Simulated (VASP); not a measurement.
CrCoN: single point with PBE

CrCoN:

```
CELL_PARAMETERS angstrom
5.47459 0.00000 0.00000
-2.73729 4.74113 0.00000
0.00000 0.00000 3.27829
ATOMIC_POSITIONS crystal
Co 0.25150 0.00000 0.00000
Co 0.74850 0.74850 0.00000
Co 0.00000 0.25150 0.00000
Cr 0.57290 0.00000 0.50000
Cr 0.42710 0.42710 0.50000
Cr 0.00000 0.57290 0.50000
N 0.00000 0.00000 0.50000
N 0.33330 0.66670 0.00000
N 0.66670 0.33330 0.00000
```

The cell was built by a generator and needn't be a form met in nature.

| Item | Value |
| --- | --- |
| Program | VASP 6.6.1 |
| Task | single point |
| Functional | PBE |
| Potentials or basis | VASP PAW PBE potentials, release 64 (Co, Cr_pv, N) |
| Cutoff | 520 eV |
| k mesh | 4 × 4 × 6 |
| Occupations | fermi-dirac, width 0.1 eV |
| Spin | no spin polarisation |
| Dipole correction | no |
| Further INCAR settings | ALGO = Normal; EDIFF = 1e-06; NBANDS = 49 |

The pressure is -19.4 GPa. The largest force is 1.325 eV/Å and the band gap on the k mesh is none (metal or under the smearing width).

Forces on the atoms (eV/Å):
```
Co   1.120  0.000  0.000
Co  -0.560 -0.971  0.000
Co  -0.560  0.970  0.000
Cr   1.324  0.001  0.000
Cr  -0.662 -1.147  0.000
Cr  -0.662  1.147  0.000
N    0.000  0.000  0.000
N    0.001  0.000  0.000
N   -0.001  0.000  0.000
```

Stress tensor (GPa, compression positive):
```
-22.50   0.00   0.00
  0.00 -22.50   0.00
  0.00   0.00 -13.25
```

Levels at points of the mesh, in eV from the Fermi level:
| k point | band 37 | band 38 | band 39 | band 40 | band 41 | band 42 |
| --- | --- | --- | --- | --- | --- | --- |
| (0.00, 0.00, 0.00) | -0.29 | -0.29 | -0.17 | -0.12 | -0.12 | 0.19 |
| (0.50, 0.00, 0.00) | -0.56 | -0.02 | 0.07 | 0.11 | 0.19 | 0.49 |
| (0.50, 0.50, 0.00) | -0.56 | -0.03 | 0.07 | 0.11 | 0.19 | 0.49 |
| (0.00, 0.00, 0.50) | -0.30 | -0.30 | -0.18 | -0.02 | -0.02 | 0.10 |
| (0.50, 0.00, 0.50) | -0.23 | -0.23 | 0.17 | 0.18 | 0.39 | 0.45 |
| (0.50, 0.50, 0.50) | -0.23 | -0.23 | 0.17 | 0.18 | 0.39 | 0.45 |

It took 2.7 min on 1 thread of Intel(R) Xeon(R) Platinum 8488C (Sapphire Rapids), with other jobs on the host, peak memory 0.25 GiB.

Caveat: so large a pressure means that the cell lies far from this level's equilibrium, or that cutoff or potentials fall short; the run has no spin polarisation, though such a crystal can be magnetic; forces of over 1 eV/Å show positions far from the minimum, so gaps and moduli don't describe the material at rest. Spin polarisation is off, so any magnetic state and its effect on volume and gap are missing.
